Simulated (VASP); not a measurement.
Here is the system:

```
BeTe
1.0
    0.00000     2.73970     2.73970
    2.73970     0.00000     2.73970
    2.73970     2.73970     0.00000
Be Te
1 1
Direct
  0.00000   0.00000   0.00000
  0.25000   0.25000   0.25000
```

Method: PBEsol GGA, VASP's PBE PAW potentials (set 64) (plane waves; VASP). Settings: 500 eV cut-off, 8×8×8 Γ-centred mesh, Gaussian smearing of 0.050 eV, potentials Be Te.

Unless said otherwise, spin-orbit coupling is left out, though it shifts the bands of the heavy elements here.

**Question.** Predict the energy per atom (σ→0), pressure, band gap (on the k-mesh) with the smallest direct gap where there is one.

**Answer.** 
```yaml
band gap (on the k-mesh): 1.64 eV
smallest direct gap (on the k-mesh): 3.52 eV
energy per atom (σ→0): -4.085 eV/atom
pressure: 5.01 GPa
```

The structure was generated: BeTe was put into the zinc blende type (F-43m), which need not be its known phase. It was relaxed first under an external pressure of 5 GPa.
